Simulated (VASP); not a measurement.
Consider the following.

```
CELL_PARAMETERS angstrom
      0.00000     3.51012     3.51012
      3.51012     0.00000     3.51012
      3.51012     3.51012     0.00000
ATOMIC_POSITIONS crystal
  K  0.00000 0.00000 0.00000
  I  0.50000 0.50000 0.50000
```

All values below come from PBEsol GGA, VASP's PBE PAW potentials (set 64) (plane waves; VASP). Settings: 530 eV cut-off, 6×6×6 Γ-centred mesh, Gaussian smearing of 0.050 eV, potentials K_sv I.

Give the elastic stiffness tensor with the ions relaxed (GPa, in the frame of the cell).

```csv
,xx,yy,zz,yz,xz,xy
xx,29.3,3.4,3.4,0.0,0.0,0.0
yy,3.4,29.3,3.4,0.0,0.0,0.0
zz,3.4,3.4,29.3,0.0,0.0,0.0
yz,0.0,0.0,0.0,3.5,0.0,0.0
xz,0.0,0.0,0.0,0.0,3.5,0.0
xy,0.0,0.0,0.0,0.0,0.0,3.5
```

What does the run give for the Hill bulk modulus, Hill shear modulus, Young's modulus, Poisson's ratio?

```yaml
hill_bulk_modulus: 12.1 GPa
hill_shear_modulus: 6.1 GPa
Young's modulus: 15.7 GPa
Poisson's ratio: 0.283
```

The compound is KI in the rock salt structure. It was relaxed first.
